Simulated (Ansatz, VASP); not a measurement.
## Cross-check of Zn (Zn(0001)) between VASP and Ansatz

One calculation is typed for both programs; each brings its own data sets. How far apart do they land? The cell is taken from a series of runs on this material, whose earlier steps may have relaxed, scaled, displaced or heated it; both programs get it as it stands.

Main program and level: Ansatz 0.2.0; plane waves, with VASP 6.6.1 beside it; single point at PBE.

## Step 1: The starting structure

The cell holds 5 atoms: 5 Zn. Cell: a = 2.660 Å, b = 2.660 Å, c = 27.874 Å, α = 90.0°, β = 90.0°, γ = 60.0°. Vacuum lies along c.

## Step 2: Ansatz: single point, PBE

Ansatz runs on its default PAW (the set named soft_2) files.

A single point gives forces, pressure and levels at one fixed geometry, so differences don't come from the geometry; what else differs is listed under the comparison.

The input, input.yaml:

```yaml
crystal:
  lattice:
    - [2.66, 0.0, 0.0]
    - [1.33, 2.3036275741, 0.0]
    - [0.0, 0.0, 27.87392]
  atoms:
    - { symbol: Zn, position: [0.0, 0.0, 0.322882465] }
    - { symbol: Zn, position: [0.6666666667, 0.6666666667, 0.4114412325] }
    - { symbol: Zn, position: [0.0, 0.0, 0.5] }
    - { symbol: Zn, position: [0.6666666667, 0.6666666667, 0.5885587675] }
    - { symbol: Zn, position: [0.0, 0.0, 0.677117535] }
kpoints:
  mp_grid: { grid: [24, 24, 1] }
hamiltonian:
  xc: pbe
scf:
  occupations: { method: fermi_dirac, width: 0.1 }
  convergence: { dr2_threshold: 1.0e-10 }
efield:
  axis: 3
  dipole_correction: true
  ramp_position: 0.97
  ramp_width: 0.06
  amplitude: 0
output:
  forces: true
  write_potential: true
  write_density: true
  volumetric_format: npy
```

On the command line:

```
> ansatz run input.yaml --threads 4 --pin off --max-ram 6144MiB --backend cpu --events-out ev --progress --plain --runs-dir out
```

Numbers of over 12 decimals in the logs are rounded to 6 here.

Output:

```text
Engine: ansatz 0.2.0, aarch64-unknown-linux-gnu
Pseudopotentials: kind: paw
Pseudopotential: Zn, paw, valence charge 12, recommended cutoff 420 eV (normal), Zn.paw.azcp
Functional definition: PBE
  parameter kappa = 0.804
  parameter beta = 0.066725
  exchange = pbe_x(kappa = kappa, mu = beta*pi^2/3)
  correlation = pbe_c(beta = beta)
Crystal: 5 atoms, lattice volume = 170.802 Å³
Basis set: ecut = 420 eV, 3399 PW (Γ), exchange–correlation on 36×36×384 points (8 copies of the dense FFT grid, shifted against one another)
Bands: 36, of which v1, the nominal top of the filled ones, is band 30 counted from 1 (29 counted from 0)
Symmetry: 6 space group operations
k-points: 61 of 576 (time reversal used)
Non-local potential: Zn, projectors of the file, l = 0: 2, l = 1: 2, l = 2: 3, l = 3: 1
PAW form: soft (Blöchl's): semilocal exchange-correlation on the pseudo side does not see the compensation charge
PAW one-centre angular grid: Zn, 590 points (default); XC on 64 Gauss nodes
Initial density: superposition of atomic densities (neutral atoms: chi_scale 0, normalization atom), corrected by the library's trained network
Initial wavefunctions: pseudopotential atomic-orbital guess
Functional: x = pbe(κ = 0.804, μ = 0.219515), c = pbe(β = 0.066725)
SCF iter   1: F=—  HF=-16594.929830 eV  |F-HF|=—  |Δ(HF+E_count)|=         —  Δρ=2.04e-3  dr2=1.52e-1  ethr=1.77e-3  p=0.000 e·Å  D=7.18e-14 V/Å  ΔV_dip=-0.00 eV  dr2_dipole=1.56e-7  V_vac-E_F(+/−)=4.04/4.04 eV  ⟨swp⟩=13.0  Hψ=13946  notcnv=0
efield: sawtooth ramp at fractional position 0.9700 (set: `efield.ramp_position`, or a place that a band, a saddle search or an elastic batch's reference lends), width 0.0600; the density the first Hamiltonian is built on has a dipole p = 0.000 e·Å; the dipole correction subtracts the counter field D = 7.18e-14 V/Å, which shifts the + side's vacuum level by -0.00 eV against the − side's; the planar-averaged density in the ramp window peaks in size at 2.0e-5 e/Å³
preconditioner: auto → LDOS  [metal: Δε(μ)=0.051 eV  Ē_g=10.205 eV  σ=0.100 eV  W_gap=0.12  n_scr=20 (ndim 8)  ℏωp=22.0 eV  f_vac=0.520  D(μ)=1.03/eV (n_scr^D=8)  β→1.0]
SCF iter   2: F=—  HF=-16594.930095 eV  |F-HF|=—  |Δ(HF+E_count)|=   2.65e-4  Δρ=2.37e-3  dr2=4.52e-2  ethr=2.54e-4  p=-0.000 e·Å  D=-4.78e-6 V/Å  ΔV_dip=0.00 eV  dr2_dipole=1.82e-7  V_vac-E_F(+/−)=4.02/4.02 eV  ⟨swp⟩=2.9  Hψ=4305  notcnv=0  defer=11
SCF iter   3: F=—  HF=-16594.923838 eV  |F-HF|=—  |Δ(HF+E_count)|=   6.26e-3  Δρ=5.64e-4  dr2=1.59e-3  ethr=7.53e-5  p=-0.000 e·Å  D=-1.73e-6 V/Å  ΔV_dip=0.00 eV  dr2_dipole=3.10e-8  V_vac-E_F(+/−)=4.03/4.03 eV  ⟨swp⟩=2.4  Hψ=3897  notcnv=0  defer=11
SCF iter   4: F=—  HF=-16594.923703 eV  |F-HF|=—  |Δ(HF+E_count)|=   1.35e-4  Δρ=3.87e-4  dr2=1.77e-4  ethr=2.66e-6  p=-0.000 e·Å  D=-2.80e-6 V/Å  ΔV_dip=0.00 eV  dr2_dipole=3.06e-9  V_vac-E_F(+/−)=4.03/4.03 eV  ⟨swp⟩=2.1  Hψ=4056  notcnv=0  defer=11
SCF iter   5: F=—  HF=-16594.923665 eV  |F-HF|=—  |Δ(HF+E_count)|=   3.82e-5  Δρ=5.97e-5  dr2=4.49e-6  ethr=2.94e-7  p=-0.000 e·Å  D=-2.46e-6 V/Å  ΔV_dip=0.00 eV  dr2_dipole=3.00e-10  V_vac-E_F(+/−)=4.03/4.03 eV  ⟨swp⟩=2.2  Hψ=4244  notcnv=0  defer=11
SCF iter   6: F=—  HF=-16594.923677 eV  |F-HF|=—  |Δ(HF+E_count)|=   1.23e-5  Δρ=1.90e-5  dr2=4.14e-7  ethr=7.48e-9  p=-0.000 e·Å  D=-9.55e-7 V/Å  ΔV_dip=0.00 eV  dr2_dipole=1.59e-11  V_vac-E_F(+/−)=4.03/4.03 eV  ⟨swp⟩=2.5  Hψ=4260  notcnv=0  defer=9
SCF iter   7: F=—  HF=-16594.923678 eV  |F-HF|=—  |Δ(HF+E_count)|=   5.34e-7  Δρ=6.61e-6  dr2=5.42e-8  ethr=6.90e-10  p=-0.000 e·Å  D=-3.72e-7 V/Å  ΔV_dip=0.00 eV  dr2_dipole=9.42e-12  V_vac-E_F(+/−)=4.03/4.03 eV  ⟨swp⟩=2.1  Hψ=4041  notcnv=0  defer=9
SCF iter   8: F=—  HF=-16594.923678 eV  |F-HF|=—  |Δ(HF+E_count)|=   6.20e-9  Δρ=3.42e-6  dr2=1.30e-8  ethr=9.04e-11  p=-0.000 e·Å  D=-2.41e-7 V/Å  ΔV_dip=0.00 eV  dr2_dipole=4.48e-12  V_vac-E_F(+/−)=4.03/4.03 eV  ⟨swp⟩=2.2  Hψ=4298  notcnv=0  defer=9
SCF iter   9: F=—  HF=-16594.923678 eV  |F-HF|=—  |Δ(HF+E_count)|=   1.91e-8  Δρ=6.51e-7  dr2=5.18e-10  ethr=2.16e-11  p=-0.000 e·Å  D=-8.82e-8 V/Å  ΔV_dip=0.00 eV  dr2_dipole=1.07e-13  V_vac-E_F(+/−)=4.03/4.03 eV  ⟨swp⟩=2.0  Hψ=4021  notcnv=0  defer=9
SCF iter  10: F=-16594.923678 eV  HF=-16594.923678 eV  |F-HF|=1.71e-10  |Δ(HF+E_count)|=   2.50e-9  Δρ=2.29e-7  dr2=5.91e-11  ethr=1.00e-12  p=-0.000 e·Å  D=-2.76e-8 V/Å  ΔV_dip=0.00 eV  dr2_dipole=4.91e-15  V_vac-E_F(+/−)=4.03/4.03 eV  ⟨swp⟩=11.8  Hψ=16800  notcnv=0
SCF 1 converged in 10 iterations: F = -16594.923678 eV  dr2 = 5.91e-11
  greatest PAW one-centre occupation: 0.982 electrons in one spin orbital (limit 2), on the Zn atom at site 0 (counted from 0), in its partial waves of l = 2
WARN: The output density's exchange-correlation potential varies sharply where the density is thin. Do not read a vacuum level from v_tot or v_xc, or from such a field of the output density. On a cell that repeats whose density bears no net charge and no dipole along the vacuum's axis use v_es (v_loc + v_h of the components); under efield.dipole_correction with no amplitude use v_es + v_field, which holds any externa [...]
SCF converged after 10 iterations
Free energy (F): -16594.923678 eV
Harris-Foulkes:  -16594.923678 eV  (|F-HF|=1.71e-10)
Internal energy: -16594.889407 eV  (E = F + TS)
E sigma→0 (E₀):  -16594.906543 eV
Entropy (-TS):   -0.034271 eV (-6.854 meV/atom)
Fermi energy:    2.657663 eV
Dipole field:    D = 0.000000 V/Å  (p = 0.000000 e·Å, saw-weighted, corrected)
Work function:   Φ+ = 4.0306 eV   Φ− = 4.0306 eV
Levels:          The Fermi level and band energies are counted from a zero that moves with the ramp; work functions are not
--- Per-component energies (eV) ---
  E_band       = -251.336647
  E_kinetic    = 653.644550
  E_local      = -86276.900698  (includes V_loc(G=0)·N_el)
  E_nonlocal   = 3052.361229
  E_hartree    = 42269.821873
  E_xc         = -687.530387
  E_vxc        = -261.599128  (∫ρ·V_xc dr)
  E_paw        = -9123.820515  (= ΣΔE_a)
  E_vpaw       = -1958.483762  (= ΣTr[D̂ρ^β])
  E_aug_tail   = -0.001842  (compensation charges beyond the density's cutoff)
  E_efield     = 0.000000  (sawtooth field / dipole correction)
  E_vefield    = 0.000000  (∫n·V_field dr)
  E_ewald      = 33517.536382
  E_smearing   = -0.034271  (= −TS)
  E_closure    = -0.000000  (closes the sum)
  Σ components = -16594.923678   (vs F -16594.923678, Δ=0.00e0)
--- Forces (eV/Å), atoms counted from 1 ---
  atom   1  Zn    -0.00000000    -0.00000000    -0.00485392
  atom   2  Zn    -0.00000000     0.00000000     0.08054388
  atom   3  Zn    -0.00000000    -0.00000000     0.00000002
  atom   4  Zn     0.00000000     0.00000000    -0.08054391
  atom   5  Zn    -0.00000000    -0.00000000     0.00485392
  max |Σ_I F_I| component: 1.74e-8 eV/Å
--- Band table (eV; the first three rows and the last of 61) ---
  k-point 0: bands = [... 26 lower, -4.2576, -4.2576, -3.5538, -1.7016, 0.0522, 2.6172, 4.9586, 6.2191, ... 2 higher]
  k-point 1: bands = [... 26 lower, -4.2594, -4.2588, -3.4955, -1.6625, 0.1218, 2.6684, 5.0063, 6.2679, ... 2 higher]
  k-point 2: bands = [... 26 lower, -4.2624, -4.2465, -3.3406, -1.5455, 0.3268, 2.8217, 5.1490, 6.4143, ... 2 higher]
  k-point 60: bands = [... 26 lower, 2.9261, 3.0861, 3.3317, 3.6867, 3.7716, 4.1238, 4.7622, 5.1059, ... 2 higher]
```

## Step 3: VASP: single point, PBE

The same cell, functional, mesh and smearing now go to VASP, with its own data sets.

Lines of VASP's logs that name or quote its potential files are left out, and so is its time.

The input, INCAR:

```
SYSTEM = Zn
PREC = Accurate
ENCUT = 400
EDIFF = 1E-06
NELM = 120
ISMEAR = -1
SIGMA = 0.1
LREAL = .FALSE.
ALGO = Normal
GGA = PE
NBANDS = 37
LORBIT = 11
LWAVE = .FALSE.
LCHARG = .FALSE.
ISIF = 2
LDIPOL = .TRUE.
IDIPOL = 3
DIPOL = 0.5 0.5 0.5
LVHAR = .TRUE.
LASPH = .TRUE.
GGA_COMPAT = .FALSE.
NELMDL = -8
KPAR = 2
```

The input, POSCAR:

```
Zn
1.0
    2.6600000000      0.0000000000      0.0000000000
    1.3300000000      2.3036275741      0.0000000000
    0.0000000000      0.0000000000     27.8739200000
Zn
5
Direct
    0.0000000000      0.0000000000      0.3228824650
    0.6666666667      0.6666666667      0.4114412325
    0.0000000000      0.0000000000      0.5000000000
    0.6666666667      0.6666666667      0.5885587675
    0.0000000000      0.0000000000      0.6771175350
```

The input, KPOINTS:

```
Automatic mesh
0
Gamma
24 24 1
0 0 0
```

Potentials, in the order of the species: Zn (PBE family, release 64).

On the command line:

```
> mpirun -np 2 vasp_std
```

Output:

```text
[banner, memory and clock lines left out]
running    2 mpi-ranks, on    1 nodes
 distrk:  each k-point on    1 cores,    2 groups
 distr:  one band on    1 cores,    1 groups

 POSCAR found type information on POSCAR Zn
 POSCAR found :  1 types and       5 ions
 LDA part: xc-table for (Slater+PW92), standard interpolation
 POSCAR, INCAR and KPOINTS ok, starting setup
 FFT: planning ... GRIDC
 FFT: planning ... GRID_SOFT
 FFT: planning ... GRID
 WAVECAR not read
 entering main loop
       N       E                     dE             d eps       ncg     rms          rms(c)
DAV:   1     0.352631236701E+03    0.35263E+03   -0.25810E+04  4514   0.167E+03
DAV:   2     0.233464806824E+02   -0.32928E+03   -0.32096E+03  4558   0.377E+02
DAV:   3    -0.535361766072E+01   -0.28700E+02   -0.28533E+02  4930   0.131E+02
DAV:   4    -0.579843007789E+01   -0.44481E+00   -0.44437E+00  4887   0.172E+01
DAV:   5    -0.580208338459E+01   -0.36533E-02   -0.36532E-02  5141   0.118E+00
DAV:   6    -0.580213496418E+01   -0.51580E-04   -0.51579E-04  5052   0.140E-01
DAV:   7    -0.580213629919E+01   -0.13350E-05   -0.13349E-05  5069   0.186E-02
DAV:   8    -0.580213632152E+01   -0.22323E-07   -0.22311E-07  3321   0.292E-03    0.594E+00
DAV:   9    -0.533723964038E+01    0.46490E+00   -0.25220E+00  4859   0.233E+01    0.448E+00
DAV:  10    -0.531914389113E+01    0.18096E-01   -0.12254E-01  5156   0.711E+00    0.253E+00
DAV:  11    -0.531163354916E+01    0.75103E-02   -0.62787E-02  5252   0.106E+01    0.447E-01
DAV:  12    -0.530817819632E+01    0.34554E-02   -0.24622E-02  5343   0.553E+00    0.123E-01
DAV:  13    -0.530870889460E+01   -0.53070E-03   -0.92531E-03  4864   0.867E-01    0.627E-02
DAV:  14    -0.530870113686E+01    0.77577E-05   -0.36108E-04  4852   0.354E-01    0.369E-02
DAV:  15    -0.530869208057E+01    0.90563E-05   -0.12237E-04  4887   0.222E-01    0.212E-02
DAV:  16    -0.530868600561E+01    0.60750E-05   -0.66503E-05  5033   0.150E-01    0.846E-03
DAV:  17    -0.530870660736E+01   -0.20602E-04   -0.13933E-05  4612   0.544E-02    0.676E-03
DAV:  18    -0.530874784660E+01   -0.41239E-04   -0.16582E-05  4733   0.862E-02    0.588E-03
DAV:  19    -0.530878934619E+01   -0.41500E-04   -0.72341E-06  4217   0.665E-02    0.146E-03
DAV:  20    -0.530879958785E+01   -0.10242E-04   -0.14525E-06  3068   0.113E-02    0.194E-03
DAV:  21    -0.530880912774E+01   -0.95399E-05   -0.13029E-06  2903   0.294E-02    0.104E-03
DAV:  22    -0.530881174462E+01   -0.26169E-05   -0.20850E-07  3014   0.788E-03    0.451E-04
DAV:  23    -0.530881379643E+01   -0.20518E-05   -0.87854E-08  2978   0.366E-03    0.306E-04
DAV:  24    -0.530881416520E+01   -0.36877E-06   -0.27444E-08  2983   0.264E-03
   1 F= -.53088142E+01 E0= -.52916417E+01  d E =-.343449E-01
```

From OUTCAR (step 3):

```text
ion  position               nearest neighbor table
   1  0.000  0.000  0.323-   2 2.91   2 2.91   2 2.91
   2  0.667  0.667  0.411-   3 2.91   1 2.91   3 2.91   1 2.91   3 2.91   1 2.91
   3  0.000  0.000  0.500-   2 2.91   4 2.91   2 2.91   4 2.91   2 2.91   4 2.91
   4  0.667  0.667  0.589-   3 2.91   5 2.91   3 2.91   5 2.91   3 2.91   5 2.91
   5  0.000  0.000  0.677-   4 2.91   4 2.91   4 2.91

  LATTYP: Found a hexagonal cell.
 ALAT       =     2.6600000000
 C/A-ratio  =    10.4789172931

 Subroutine GETGRP returns: Found 12 space group operations
 (whereof 12 operations were pure point group operations)

The static configuration has the point symmetry D_3h.

 Found     61 irreducible k-points:

   k-points           NKPTS =     61   k-points in BZ     NKDIM =     61   number of bands    NBANDS=     37

   dimension x,y,z NGX =    18 NGY =   18 NGZ =  192
   dimension x,y,z NGXF=    36 NGYF=   36 NGZF=  384

   ENCUT  =  400.0 eV  29.40 Ry    5.42 a.u.   4.34  4.34 45.46*2*pi/ulx,y,z

   NELECT =      60.0000    total number of electrons

 k-points in reciprocal lattice and weights: Automatic mesh
   0.00000000  0.00000000  0.00000000       0.002
   0.04166667  0.00000000  0.00000000       0.010
   0.08333333  0.00000000  0.00000000       0.010
   0.12500000  0.00000000  0.00000000       0.010
   0.16666667  0.00000000  0.00000000       0.010
   0.20833333  0.00000000  0.00000000       0.010
   0.25000000  0.00000000  0.00000000       0.010
   0.29166667  0.00000000  0.00000000       0.010
   0.33333333  0.00000000  0.00000000       0.010
[...]
-0.37500000  0.29166667  0.00000000       0.021
  -0.33333333  0.33333333  0.00000000       0.003

 dipolmoment           0.000000      0.000000      0.000000 electrons x Angstroem

 average (electrostatic) potential at core
       1 -40.6612       2 -40.8418       3 -40.8870       4 -40.8418       5 -40.6612

 E-fermi :  -0.8752

 k-point     1 :       0.0000    0.0000    0.0000
  band No.  band energies     occupation
    ...
     28      -7.8164      2.00000
     29      -7.0949      2.00000
     30      -5.2402      2.00000
     31      -3.4776      2.00000
     32      -0.9167      1.20452
     33       1.4278      0.00000
     34       2.6763      0.00000
     35       3.3287      0.00000
     36       3.4208      0.00000
     37       4.8836      0.00000

 k-point     2 :       0.0417    0.0000    0.0000
  band No.  band energies     occupation
    ...
     28      -7.8176      2.00000
     29      -7.0371      2.00000
     30      -5.2009      2.00000
     31      -3.4082      2.00000
     32      -0.8654      0.95133
     33       1.4755      0.00000
     34       2.7252      0.00000
     35       3.3784      0.00000
     36       3.4695      0.00000
     37       4.9330      0.00000

 k-point     3 :       0.0833    0.0000    0.0000
  band No.  band energies     occupation
    ...
     27      -7.8213      2.00000
     28      -7.8033      2.00000
     29      -6.8828      2.00000
     30      -5.0837      2.00000
     31      -3.2039      2.00000
     32      -0.7119      0.32677
     33       1.6185      0.00000
     34       2.8717      0.00000
     35       3.5273      0.00000
     36       3.6157      0.00000
    ...

  Total       -1.0721606     -1.0721606     -0.5690224      0.0000000      0.0000000     -0.0000000
  in kB      -10.0572318    -10.0572318     -5.3376240      0.0000000      0.0000000     -0.0000000
  external PRESSURE =      -8.4840292 kB  Pullay stress =       0.0000000 kB

  energy-cutoff  :      400.00
  volume of cell :      170.80
      direct lattice vectors                 reciprocal lattice vectors
     2.660000000  0.000000000  0.000000000     0.375939850 -0.217048973  0.000000000
     1.330000000  2.303627574  0.000000000     0.000000000  0.434097947  0.000000000
     0.000000000  0.000000000 27.873920000     0.000000000  0.000000000  0.035875829

 POSITION                                       TOTAL-FORCE (eV/Angst)
 -----------------------------------------------------------------------------------
      0.00000      0.00000      9.00000         0.000000      0.000000     -0.012712
      2.66000      1.53575     11.46848        -0.000000     -0.000000      0.080301
      0.00000      0.00000     13.93696         0.000000      0.000000      0.000000
      2.66000      1.53575     16.40544         0.000000     -0.000000     -0.080301
      0.00000      0.00000     18.87392        -0.000000      0.000000      0.012712
 -----------------------------------------------------------------------------------
    total drift:                               -0.000000     -0.000000     -0.000000

  FREE ENERGIE OF THE ION-ELECTRON SYSTEM (eV)
  ---------------------------------------------------
  free  energy   TOTEN  =        -5.3088141652 eV

  energy  without entropy=       -5.2744692608  energy(sigma->0) =       -5.29164171

 vacuum level on the upper side and lower side of the slab         3.156         3.156

 total charge
# of ion       s       p       d       tot
------------------------------------------
    1        0.605   0.406   9.715  10.727
    2        0.597   0.450   9.719  10.766
    3        0.591   0.454   9.718  10.763
    4        0.597   0.450   9.719  10.766
    5        0.605   0.406   9.715  10.727
--------------------------------------------------
tot          2.994   2.167  48.586  53.748

[... 3 further parts left out ...]
```

## Step 4: Side by side

Known differences besides the potentials themselves: the cutoff is 420 eV in Ansatz and 400 eV in VASP. Total energies have different zeros and are not compared.

Both answers:

```csv
quantity,Ansatz,VASP,difference
"work function, lower of the two faces (eV)",4.03,4.03,0.00
"work function, higher of the two faces (eV)",4.03,4.03,0.00
```

Forces (eV/Å; atoms numbered as in POSCAR):

```csv
atom,"Ansatz x, y, z","VASP x, y, z"
Zn1,"0.000, 0.000, -0.005","0.000, 0.000, -0.013"
Zn2,"0.000, 0.000, 0.081","0.000, 0.000, 0.080"
Zn3,"0.000, 0.000, 0.000","0.000, 0.000, 0.000"
Zn4,"0.000, 0.000, -0.081","0.000, 0.000, -0.080"
Zn5,"0.000, 0.000, 0.005","0.000, 0.000, 0.013"
```

The forces differ by 2.9 meV/Å r.m.s., which is 9.7 % of the r.m.s. force of 0.030 eV/Å (both taken over all components). With vacuum in the cell, a pressure given here is an average over mostly empty space and none of the material.

## Step 5: What came out

```
difference in work function, lower of the two faces (single point, PBE) : -6.2e-4 eV
```

What this shows: The difference in work function, lower of the two faces is -6.2e-4 eV (single point, PBE). Such differences can come from data sets, numerical settings and the points named under the comparisons, not from the functional's error against experiment.

[Lines on the potential files, build, host, timing and source positions are cut from VASP's logs without a mark.]

[Logs are printed without paths, hosts, clocks, repeated set-up lines and the standing remarks that a program may print on its own settings, such as how far it seeks lower states.]

[Hosts, paths, dates, database ids (printed as entryN), source tags and the programs' standing remarks are cut or masked in the printed files.]
